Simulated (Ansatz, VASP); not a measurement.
# LiPd in two plane-wave programs, part 2 of 2

Aim: how closely do two programs agree when they are given the same cell, functional and k mesh? The structure shown is the end of the VASP relaxation below.

VASP 6.6.1 and Ansatz 0.2.0.

So far: The structure; VASP: relaxation, PBEsol.

### 3. Ansatz: single point, PBEsol

Level of this step: Ansatz beside VASP: Kohn-Sham DFT, plane waves, PBEsol (Ansatz).

Ansatz runs on its default PAW (the set named soft_2) files.

The same cell, functional, mesh and smearing now go to Ansatz, which takes its cutoff from its data sets.

input.yaml

```yaml
crystal:
  lattice:
    - [2.986, 0.0, 0.0]
    - [0.0, 4.2228417, 0.0]
    - [0.0, 0.0, 25.55710424]
  atoms:
    - { symbol: Li, position: [0.0, 0.5, 0.29346048] }
    - { symbol: Li, position: [0.0, 0.0, 0.37607629] }
    - { symbol: Li, position: [0.0, 0.5, 0.4586921] }
    - { symbol: Li, position: [0.0, 0.0, 0.54067291] }
    - { symbol: Li, position: [0.0, 0.5, 0.61718247] }
    - { symbol: Li, position: [0.0, 0.0, 0.71058166] }
    - { symbol: Pd, position: [0.5, 0.0, 0.29346048] }
    - { symbol: Pd, position: [0.5, 0.5, 0.37607629] }
    - { symbol: Pd, position: [0.5, 0.0, 0.4586921] }
    - { symbol: Pd, position: [0.5, 0.5, 0.53803713] }
    - { symbol: Pd, position: [0.5, 0.0, 0.62342826] }
    - { symbol: Pd, position: [0.5, 0.5, 0.69447423] }
hamiltonian:
  xc: pbesol
  pseudopotentials: { kind: paw }
kpoints:
  mp_grid: { grid: [7, 5, 1] }
scf:
  occupations: { method: methfessel_paxton, width: 0.1 }
  n_extra_bands: 7
efield:
  axis: 3
  dipole_correction: true
  ramp_width: 0.04
output:
  forces: true
  eigenvalues: true
```

Run with:

```bash
$ ansatz run input.yaml --threads 4 --pin off --max-ram 9216MiB --backend cpu --events-out ev --progress --plain --runs-dir out
```

Numbers of over 12 decimals in the logs are rounded to 6 here.

Output:

```text
scf.n_extra_bands = 7 over 63 filled bands (N_el = 126.0): the run solves 70 bands
Engine: ansatz 0.2.0, x86_64-unknown-linux-gnu
Pseudopotentials: kind: paw
Pseudopotential: Li, paw, valence charge 3, recommended cutoff 420 eV (normal), Li.paw.azcp
Pseudopotential: Pd, paw, valence charge 18, recommended cutoff 420 eV (normal), Pd.paw.azcp
Functional definition: PBEsol
  exchange = pbesol_x
  correlation = pbesol_c
Crystal: 12 atoms, lattice volume = 322.260 Å³
Basis set: ecut = 420 eV, 6227 PW (Γ), exchange–correlation on 40×60×360 points (8 copies of the dense FFT grid, shifted against one another)
Bands: 70, of which v1, the nominal top of the filled ones, is band 63 counted from 1 (62 counted from 0)
Symmetry: 4 space group operations
Space group: Pmm2 (ITA 25), of the structure as read, at distance tolerance 6.9e-5 Å
k-points: 12 of 35
Non-local potential: Li, projectors of the file, l = 0: 3, l = 1: 2, l = 2: 1
Non-local potential: Pd, projectors of the file, l = 0: 2, l = 1: 2, l = 2: 2, l = 3: 1
PAW form: soft (Blöchl's): semilocal exchange-correlation on the pseudo side does not see the compensation charge
PAW frozen core: Pd, regenerated for the run's functional, and the local potential with it (the file was generated under x = pbe(κ = 0.804, μ = 0.219515), c = pbe(β = 0.066725))
PAW one-centre angular grid: Li, 110 points (default); XC on 64 Gauss nodes
PAW one-centre angular grid: Pd, 590 points (default); XC on 64 Gauss nodes
Initial density: superposition of atomic densities (neutral atoms: chi_scale 0, normalization atom), corrected by the library's trained network
Initial wavefunctions: pseudopotential atomic-orbital guess
Functional: x = pbesol(κ = 0.804, μ = 0.123457), c = pbesol(β = 0.046)
SCF iter   1: F=—  HF=-42660.214356 eV  |F-HF|=—  |Δ(HF+E_count)|=         —  Δρ=5.32e-3  dr2=4.38e-1  ethr=1.77e-3  p=0.016 e·Å  D=9.06e-3 V/Å  ΔV_dip=-0.23 eV  dr2_dipole=7.96e-4  V_vac-E_F(+/−)=4.14/4.37 eV  ⟨swp⟩=7.4  Hψ=3381  notcnv=0
efield: sawtooth ramp at fractional position 0.9820 (placed from the atoms, in the widest stretch of the axis that holds none; the zero of the levels goes with the place), width 0.0400; the density the first Hamiltonian is built on has a dipole p = 0.016 e·Å; the dipole correction subtracts the counter field D = 9.06e-3 V/Å, which shifts the + side's vacuum level by -0.23 eV against the − side's; the planar-averaged density in the ramp window peaks in size at 1.9e-5 e/Å³
preconditioner: auto → LDOS  [metal: Δε(μ)=0.061 eV  Ē_g=4.095 eV  σ=0.100 eV  W_gap=0.47  n_scr=66 (ndim 8)  ℏωp=16.8 eV  f_vac=0.472  D(μ)=4.92/eV (n_scr^D=26)  β→1.0]
SCF iter   2: F=—  HF=-42660.212190 eV  |F-HF|=—  |Δ(HF+E_count)|=   2.17e-3  S|Δr|=    0.00e0  Δρ=5.71e-3  dr2=1.11e-1  ethr=3.47e-4  p=0.026 e·Å  D=1.48e-2 V/Å  ΔV_dip=-0.38 eV  dr2_dipole=1.81e-4  V_vac-E_F(+/−)=3.92/4.29 eV  ⟨swp⟩=2.1  Hψ=1451  notcnv=0  defer=17
SCF iter   3: F=—  HF=-42660.190405 eV  |F-HF|=—  |Δ(HF+E_count)|=   2.18e-2  S|Δr|=    0.00e0  Δρ=9.44e-4  dr2=1.44e-2  ethr=8.84e-5  p=0.025 e·Å  D=1.38e-2 V/Å  ΔV_dip=-0.35 eV  dr2_dipole=1.02e-4  V_vac-E_F(+/−)=3.93/4.29 eV  ⟨swp⟩=2.0  Hψ=1268  notcnv=0  defer=17
SCF iter   4: F=—  HF=-42660.189615 eV  |F-HF|=—  |Δ(HF+E_count)|=   7.90e-4  S|Δr|=    0.00e0  Δρ=5.67e-4  dr2=3.83e-3  ethr=1.14e-5  p=0.026 e·Å  D=1.46e-2 V/Å  ΔV_dip=-0.37 eV  dr2_dipole=7.36e-5  V_vac-E_F(+/−)=3.90/4.27 eV  ⟨swp⟩=2.0  Hψ=1022  notcnv=0  defer=17
SCF iter   5: F=—  HF=-42660.189381 eV  |F-HF|=—  |Δ(HF+E_count)|=   2.33e-4  S|Δr|=    0.00e0  Δρ=2.02e-4  dr2=2.79e-4  ethr=3.04e-6  p=0.027 e·Å  D=1.50e-2 V/Å  ΔV_dip=-0.38 eV  dr2_dipole=1.41e-5  V_vac-E_F(+/−)=3.88/4.26 eV  ⟨swp⟩=2.3  Hψ=1146  notcnv=0  defer=17
SCF iter   6: F=—  HF=-42660.189380 eV  |F-HF|=—  |Δ(HF+E_count)|=   1.41e-6  S|Δr|=    0.00e0  Δρ=5.21e-5  dr2=1.35e-5  ethr=2.21e-7  p=0.027 e·Å  D=1.51e-2 V/Å  ΔV_dip=-0.39 eV  dr2_dipole=4.92e-6  V_vac-E_F(+/−)=3.87/4.26 eV  ⟨swp⟩=2.0  Hψ=1198  notcnv=0  defer=17
SCF iter   7: F=—  HF=-42660.189258 eV  |F-HF|=—  |Δ(HF+E_count)|=   1.22e-4  S|Δr|=    0.00e0  Δρ=2.06e-5  dr2=2.86e-6  ethr=1.07e-8  p=0.027 e·Å  D=1.51e-2 V/Å  ΔV_dip=-0.39 eV  dr2_dipole=1.21e-6  V_vac-E_F(+/−)=3.87/4.26 eV  ⟨swp⟩=2.1  Hψ=1231  notcnv=0  defer=11
SCF iter   8: F=—  HF=-42660.189258 eV  |F-HF|=—  |Δ(HF+E_count)|=   4.14e-7  S|Δr|=    0.00e0  Δρ=7.54e-6  dr2=5.34e-7  ethr=2.27e-9  p=0.027 e·Å  D=1.52e-2 V/Å  ΔV_dip=-0.39 eV  dr2_dipole=2.57e-7  V_vac-E_F(+/−)=3.87/4.26 eV  ⟨swp⟩=2.0  Hψ=1198  notcnv=0  defer=9
SCF iter   9: F=-42660.189258 eV  HF=-42660.189258 eV  |F-HF|=4.46e-8  |Δ(HF+E_count)|=   1.80e-7  S|Δr|=    0.00e0  Δρ=2.98e-6  dr2=6.75e-8  ethr=7.94e-11  p=0.027 e·Å  D=1.52e-2 V/Å  ΔV_dip=-0.39 eV  dr2_dipole=2.55e-8  V_vac-E_F(+/−)=3.87/4.26 eV  ⟨swp⟩=10.8  Hψ=3531  notcnv=0
SCF 1 converged in 9 iterations: F = -42660.189258 eV  dr2 = 6.75e-8
  greatest PAW one-centre occupation: 1.000 electrons in one spin orbital (limit 2), on the Li atom at site 4 (counted from 0), in its partial waves of l = 0
SCF converged after 9 iterations
Stability not checked: this state was not tested for a lower state beside it, because cold or Methfessel-Paxton smearing, or corrected tetrahedra, fill the levels in a way that the test cannot read (fill_not_monotonic; see scf.lower_state_search)
Free energy (F): -42660.189258 eV
Harris-Foulkes:  -42660.189258 eV  (|F-HF|=4.46e-8)
Internal energy: -42660.187442 eV  (E = F + TS)
E sigma→0 (E₀):  -42660.188804 eV
Entropy (-TS):   -0.001816 eV (-0.151 meV/atom)
Fermi energy:    3.821734 eV
Dipole field:    D = 0.015328 V/Å  (p = 0.027298 e·Å, saw-weighted, corrected)
Work function:   Φ+ = 3.8710 eV   Φ− = 4.2627 eV
Levels:          The Fermi level and band energies are counted from a zero that moves with the ramp; work functions are not
--- Per-component energies (eV) ---
  E_band       = -2957.973580
  E_kinetic    = 3232.931128
  E_local      = -145109.828644  (includes V_loc(G=0)·N_el)
  E_nonlocal   = 1122.265562
  E_hartree    = 70603.089334
  E_xc         = -1068.404081
  E_vxc        = -1347.572955  (∫ρ·V_xc dr)
  E_paw        = -22234.990325  (= ΣΔE_a)
  E_vpaw       = -2062.202943  (= ΣTr[D̂ρ^β])
  E_aug_tail   = 0.001507  (compensation charges beyond the density's cutoff)
  E_efield     = 0.000209  (sawtooth field / dipole correction)
  E_vefield    = 0.215728  (∫n·V_field dr)
  E_ewald      = 50792.932723
  E_core_change = 1.815145  (= ΣΔE_core)
  E_smearing   = -0.001816  (= −TS)
  E_closure    = -0.000000  (closes the sum)
  Σ components = -42660.189258   (vs F -42660.189258, Δ=0.00e0)
--- Forces (eV/Å), atoms counted from 1 ---
  atom   1  Li     0.00000000     0.00000000    -0.17289708
  atom   2  Li     0.00000000     0.00000000    -0.05566256
  atom   3  Li     0.00000000     0.00000000    -0.15048417
  atom   4  Li     0.00000000     0.00000000     0.01028496
  atom   5  Li     0.00000000     0.00000000    -0.02069103
  atom   6  Li     0.00000000     0.00000000    -0.00910346
  atom   7  Pd     0.00000000     0.00000000     0.59171447
  atom   8  Pd     0.00000000     0.00000000    -0.04935327
  atom   9  Pd     0.00000000     0.00000000    -0.08608700
  atom  10  Pd     0.00000000     0.00000000     0.02645544
  atom  11  Pd     0.00000000     0.00000000    -0.04364637
  atom  12  Pd     0.00000000     0.00000000    -0.04063742
  max |Σ_I F_I| component: 1.07e-4 eV/Å
--- Band table (eV; the first three rows and the last of 12) ---
  k-point 0: bands = [... 59 lower, 2.9501, 2.9560, 3.0172, 3.0608, 3.3965, 3.4554, 4.5149, 5.1721, ... 3 higher]
  k-point 1: bands = [... 59 lower, 2.9588, 3.0065, 3.0072, 3.0621, 3.0831, 4.1172, 4.4364, 5.1119, ... 3 higher]
  k-point 2: bands = [... 59 lower, 2.9284, 2.9889, 3.0637, 3.1123, 3.1379, 3.6298, 3.9716, 4.5632, ... 3 higher]
  k-point 11: bands = [... 59 lower, 3.4846, 4.2289, 4.2774, 4.4828, 5.3818, 5.4434, 5.5767, 5.6805, ... 3 higher]
```

Wall time 3.3 s (4 threads of Intel Xeon 6975P-C (Granite Rapids), shared host); peak memory 0.88 GiB; 12 s of CPU time.

The column dr2 measures how far the density is from self-consistency, as an energy; F and HF (Harris–Foulkes) agree once it is small.

### 4. Differences

Known differences besides the potentials themselves: the data sets hold 126 valence electrons in Ansatz (default PAW (the set named soft_2) files) and 66 in VASP; the cutoff is 420 eV in Ansatz and 300 eV in VASP (PREC = Normal); Ansatz makes its cores anew for this functional, VASP keeps those of its PBE data sets; VASP leaves aspherical gradient terms in its spheres out (LASPH is not set), Ansatz keeps them. Total energies have different zeros and are not compared.

Forces on 7 of the 12 atoms, those with the largest forces and the largest differences (eV/Å; atoms numbered as in POSCAR):

```tsv
atom	Ansatz x, y, z	VASP x, y, z
Li1	0.000, 0.000, -0.173	0.000, 0.000, -0.189
Li2	0.000, 0.000, -0.056	0.000, 0.000, -0.058
Li3	0.000, 0.000, -0.150	0.000, 0.000, -0.152
Pd7	0.000, 0.000, 0.592	0.000, 0.000, 0.575
Pd8	0.000, 0.000, -0.049	0.000, 0.000, -0.057
Pd9	0.000, 0.000, -0.086	0.000, 0.000, -0.088
Pd11	0.000, 0.000, -0.044	0.000, 0.000, -0.022
```

The forces differ by 6.3 meV/Å r.m.s., which is 5.9 % of the r.m.s. force of 0.11 eV/Å (both taken over all components, held atoms included). VASP's last cycles still show a density residual of 2e-03, so its state may not be settled.

### 5. VASP: band structure, PBEsol

With cell and atoms fixed, the geometry can't cause a difference; cores, projectors, grids and the points listed under the comparison can.

INCAR

```
SYSTEM = LiPd
PREC = Normal
ENCUT = 300
EDIFF = 1E-06
NELM = 120
ISMEAR = 1
SIGMA = 0.1
LREAL = .FALSE.
ALGO = Fast
GGA = PS
NBANDS = 61
LORBIT = 11
LWAVE = .TRUE.
LCHARG = .TRUE.
IDIPOL = 3
LDIPOL = .TRUE.
DIPOL = 0.5 0.5 0.498
LVHAR = .TRUE.
LVACPOTAV = .TRUE.
LELF = .TRUE.
NEDOS = 1500
```

POSCAR

```
LiPd
1.0
    2.9860000000      0.0000000000      0.0000000000
    0.0000000000      4.2228416972      0.0000000000
    0.0000000000      0.0000000000     25.5571042431
Li Pd
6 6
Direct
    0.0000000000      0.5000000000      0.2934604800
    0.0000000000      0.0000000000      0.3760762900
    0.0000000000      0.5000000000      0.4586921000
    0.0000000000      0.0000000000      0.5406729093
    0.0000000000      0.5000000000      0.6171824744
    0.0000000000      0.0000000000      0.7105816600
    0.5000000000      0.0000000000      0.2934604800
    0.5000000000      0.5000000000      0.3760762900
    0.5000000000      0.0000000000      0.4586921000
    0.5000000000      0.5000000000      0.5380371309
    0.5000000000      0.0000000000      0.6234282598
    0.5000000000      0.5000000000      0.6944742326
```

KPOINTS

```
Automatic mesh
0
Gamma
7 5 1
0 0 0
```

KPOINTS_OPT

```
Line mode
14
Line-mode
Reciprocal
  0.00000000   0.00000000   0.00000000 GAMMA
  0.50000000   0.00000000   0.00000000 X

  0.50000000   0.00000000   0.00000000 X
  0.50000000   0.50000000   0.00000000 S

  0.50000000   0.50000000   0.00000000 S
  0.00000000   0.50000000   0.00000000 Y

  0.00000000   0.50000000   0.00000000 Y
  0.00000000   0.00000000   0.00000000 GAMMA

  0.00000000   0.00000000   0.00000000 GAMMA
  0.50000000   0.50000000   0.00000000 S
```

PAW data sets: Li and Pd (PBE family, release 64).

Run with:

```bash
$ mpirun -np 2 vasp_std
```

Output:

```text
[banner, memory and clock lines left out]
running    2 mpi-ranks, on    1 nodes
[...]
[... a notice as in an earlier step ...]

 LDA part: xc-table for (Slater+PW92), standard interpolation
|                                                                             |
|           W    W    AA    RRRRR   N    N  II  N    N   GGGG   !!!           |
|           W    W   A  A   R    R  NN   N  II  NN   N  G    G  !!!           |
|           W    W  A    A  R    R  N N  N  II  N N  N  G       !!!           |
|           W WW W  AAAAAA  RRRRR   N  N N  II  N  N N  G  GGG   !            |
|           WW  WW  A    A  R   R   N   NN  II  N   NN  G    G                |
|           W    W  A    A  R    R  N    N  II  N    N   GGGG   !!!           |
|                                                                             |
|     The number of bands has been changed from the values supplied in        |
|     The orbitals not found in the WAVECAR file will be initialized with     |
|     random numbers, which is usually adequate. For correlated               |
[...]
1 F= -.49817035E+02 E0= -.49816440E+02  d E =-.178485E-02
 Start KPOINTS_OPT (optional k-point list driver)
k-point batch [1-12\70]
       N       E                     dE             ncg
DAV:   1     0.245163415997E+04   -0.55400E+04     1504
DAV:   2    -0.930050782770E+03   -0.33817E+04     1696
DAV:   3    -0.104086798389E+04   -0.11082E+03     1736
DAV:   4    -0.104218589352E+04   -0.13179E+01     2122
DAV:   5    -0.104219785839E+04   -0.11965E-01     1700
DAV:   6    -0.104219848806E+04   -0.62967E-03     2170
DAV:   7    -0.104219850763E+04   -0.19573E-04     1578
DAV:   8    -0.104219850873E+04   -0.10968E-05     1290
DAV:   9    -0.104219850880E+04   -0.72960E-07     1002
[...]
k-point batch [61-70\70]
       N       E                     dE             ncg
DAV:   1     0.231332858648E+04   -0.12216E+05     1240
DAV:   2    -0.384497078016E+03   -0.26978E+04     1412
DAV:   3    -0.484654465566E+03   -0.10016E+03     1448
DAV:   4    -0.485933380611E+03   -0.12789E+01     1752
DAV:   5    -0.485946377316E+03   -0.12997E-01     1414
DAV:   6    -0.485946992720E+03   -0.61540E-03     1824
DAV:   7    -0.485947011908E+03   -0.19188E-04     1276
DAV:   8    -0.485947013047E+03   -0.11388E-05     1080
DAV:   9    -0.485947013124E+03   -0.77486E-07      856
 writing wavefunctions
```

Parts of OUTCAR (step 5):

```text
  Total       -3.9239837     -2.8964718     -1.8401277      0.0000000      0.0000000      0.0000000
  in kB      -19.5088435    -14.4003697     -9.1485505      0.0000000      0.0000000      0.0000000
  external PRESSURE =     -14.3525879 kB  Pullay stress =       0.0000000 kB

 POSITION                                       TOTAL-FORCE (eV/Angst)
 -----------------------------------------------------------------------------------
      0.00000      2.11142      7.50000         0.000000      0.000000     -0.188485
      0.00000      0.00000      9.61142         0.000000      0.000000     -0.057316
      0.00000      2.11142     11.72284         0.000000      0.000000     -0.152692
      0.00000      0.00000     13.81803         0.000000      0.000000      0.009927
      0.00000      2.11142     15.77340         0.000000      0.000000     -0.018839
      0.00000      0.00000     18.16041         0.000000      0.000000      0.005729
      1.49300      0.00000      7.50000         0.000000      0.000000      0.575582
      1.49300      2.11142      9.61142         0.000000      0.000000     -0.056357
      1.49300      0.00000     11.72284         0.000000      0.000000     -0.087845
      1.49300      2.11142     13.75067         0.000000      0.000000      0.027727
      1.49300      0.00000     15.93302         0.000000      0.000000     -0.025495
      1.49300      2.11142     17.74875         0.000000      0.000000     -0.031936
 -----------------------------------------------------------------------------------
    total drift:                                0.000000      0.000000     -0.001419

  FREE ENERGIE OF THE ION-ELECTRON SYSTEM (eV)
  ---------------------------------------------------
  free  energy   TOTEN  =       -49.8170347152 eV

  energy  without entropy=      -49.8152498617  energy(sigma->0) =      -49.81643976

[... 1 part as in an earlier step ...]

[... 2 further parts left out ...]
[key lines of the parts left out:]
E-fermi :   0.8263
```

### 6. Ansatz: band structure, PBEsol

The same cell, functional, mesh and smearing now go to Ansatz, which takes its cutoff from its data sets.

input.yaml

```yaml
crystal:
  lattice:
    - [2.986, 0.0, 0.0]
    - [0.0, 4.2228416972, 0.0]
    - [0.0, 0.0, 25.5571042431]
  atoms:
    - { symbol: Li, position: [0.0, 0.5, 0.29346048] }
    - { symbol: Li, position: [0.0, 0.0, 0.37607629] }
    - { symbol: Li, position: [0.0, 0.5, 0.4586921] }
    - { symbol: Li, position: [0.0, 0.0, 0.5406729093] }
    - { symbol: Li, position: [0.0, 0.5, 0.6171824744] }
    - { symbol: Li, position: [0.0, 0.0, 0.71058166] }
    - { symbol: Pd, position: [0.5, 0.0, 0.29346048] }
    - { symbol: Pd, position: [0.5, 0.5, 0.37607629] }
    - { symbol: Pd, position: [0.5, 0.0, 0.4586921] }
    - { symbol: Pd, position: [0.5, 0.5, 0.5380371309] }
    - { symbol: Pd, position: [0.5, 0.0, 0.6234282598] }
    - { symbol: Pd, position: [0.5, 0.5, 0.6944742326] }
hamiltonian:
  xc: pbesol
  pseudopotentials: { kind: paw }
kpoints:
  mp_grid: { grid: [7, 5, 1] }
  band_path:
    path:
      - [0.0, 0.0, 0.0]
      - [0.07692, 0.0, 0.0]
      - [0.15385, 0.0, 0.0]
      - [0.26923, 0.0, 0.0]
      - [0.34615, 0.0, 0.0]
      - [0.42308, 0.0, 0.0]
      - [0.5, 0.0, 0.0]
      - [0.5, 0.07692, 0.0]
      - [0.5, 0.19231, 0.0]
      - [0.5, 0.26923, 0.0]
      - [0.5, 0.34615, 0.0]
      - [0.5, 0.46154, 0.0]
      - [0.5, 0.5, 0.0]
      - [0.42308, 0.5, 0.0]
      - [0.30769, 0.5, 0.0]
      - [0.23077, 0.5, 0.0]
      - [0.11538, 0.5, 0.0]
      - [0.03846, 0.5, 0.0]
      - [0.0, 0.5, 0.0]
      - [0.0, 0.38462, 0.0]
      - [0.0, 0.30769, 0.0]
      - [0.0, 0.23077, 0.0]
      - [0.0, 0.11538, 0.0]
      - [0.0, 0.03846, 0.0]
      - [0.03846, 0.03846, 0.0]
      - [0.11538, 0.11538, 0.0]
      - [0.19231, 0.19231, 0.0]
      - [0.30769, 0.30769, 0.0]
      - [0.38462, 0.38462, 0.0]
      - [0.5, 0.5, 0.0]
    npoints: 1
scf:
  occupations: { method: methfessel_paxton, width: 0.1 }
  n_extra_bands: 12
efield:
  axis: 3
  dipole_correction: true
  ramp_width: 0.04
output:
  forces: true
  eigenvalues: true
  write_density: true
  write_potential: true
  elf: true
  volumetric_format: npy
```

Run with:

```bash
$ ansatz run input.yaml --threads 4 --pin off --max-ram 9216MiB --backend cpu --events-out ev --progress --plain --runs-dir out
```

Output:

```text
[...]
Crystal: 12 atoms, lattice volume = 322.260 Å³
Basis set: ecut = 420 eV, 6227 PW (Γ), exchange–correlation on 40×60×360 points (8 copies of the dense FFT grid, shifted against one another)
Bands: 75, of which v1, the nominal top of the filled ones, is band 63 counted from 1 (62 counted from 0)
Symmetry: 4 space group operations
[...]
k-point 0: bands = [... 59 lower, 2.9501, 2.9559, 3.0172, 3.0608, 3.3965, 3.4554, 4.5149, 5.1721, ... 8 higher]
  k-point 1: bands = [... 59 lower, 2.9588, 3.0064, 3.0072, 3.0621, 3.0831, 4.1172, 4.4364, 5.1119, ... 8 higher]
  k-point 2: bands = [... 59 lower, 2.9284, 2.9889, 3.0637, 3.1123, 3.1378, 3.6298, 3.9716, 4.5632, ... 8 higher]
  k-point 11: bands = [... 59 lower, 3.4846, 4.2289, 4.2774, 4.4828, 5.3818, 5.4434, 5.5767, 5.6805, ... 8 higher]
[key lines of the parts left out:]
SCF converged after 10 iterations
Free energy (F): -42660.189258 eV
Fermi energy:    3.821728 eV
Dipole field:    D = 0.015216 V/Å  (p = 0.027099 e·Å, saw-weighted, corrected)
Work function:   Φ+ = 3.8721 eV   Φ− = 4.2610 eV
```

Run time: 11 s. Hardware: 4 threads; peak memory 1.2 GiB; 40 s of CPU time.

### 7. Comparison

Both answers:

```tsv
quantity	Ansatz	VASP	difference
work function, lower of the two faces (eV)	3.87	3.87	+0.01
work function, higher of the two faces (eV)	4.26	4.26	+0.01
```

Forces on 7 of the 12 atoms, those with the largest forces and the largest differences (eV/Å; atoms numbered as in POSCAR):

```tsv
atom	Ansatz x, y, z	VASP x, y, z
Li1	0.000, 0.000, -0.173	0.000, 0.000, -0.188
Li2	0.000, 0.000, -0.056	0.000, 0.000, -0.057
Li3	0.000, 0.000, -0.150	0.000, 0.000, -0.153
Pd7	0.000, 0.000, 0.592	0.000, 0.000, 0.576
Pd8	0.000, 0.000, -0.049	0.000, 0.000, -0.056
Pd9	0.000, 0.000, -0.086	0.000, 0.000, -0.088
Pd11	0.000, 0.000, -0.044	0.000, 0.000, -0.025
```

The forces differ by 5.8 meV/Å r.m.s., which is 5.4 % of the r.m.s. force of 0.11 eV/Å (both taken over all components). Levels from 3 eV below to 2 eV above the Fermi level differ by 6 meV r.m.s. and 11 meV at most; each VASP level is matched to the nearest of Ansatz, which flatters the figure a little. VASP's log warns that it found no field-free region in the vacuum, so its work functions are uncertain.

### 8. Results

```
r.m.s. force difference (single point, PBEsol)                            : 6.3 meV/Å
r.m.s. difference of levels near the Fermi level (band structure, PBEsol) : 5.6 meV
```

**Reading.** The r.m.s. force difference is 6.3 meV/Å (single point, PBEsol), within the 12 meV/Å picked in this series as the mark of a large difference. How closely two codes agree says nothing of how well the functional describes the real material.

[Lines on the potential files, build, host, timing and source positions are cut from VASP's logs without a mark.]

[Logs are printed without paths, hosts, clocks, repeated set-up lines and the standing remarks that a program may print on its own settings, such as how far it seeks lower states.]

[Hosts, paths, dates, database ids (printed as entryN), source tags and the programs' standing remarks are cut or masked in the printed files.]
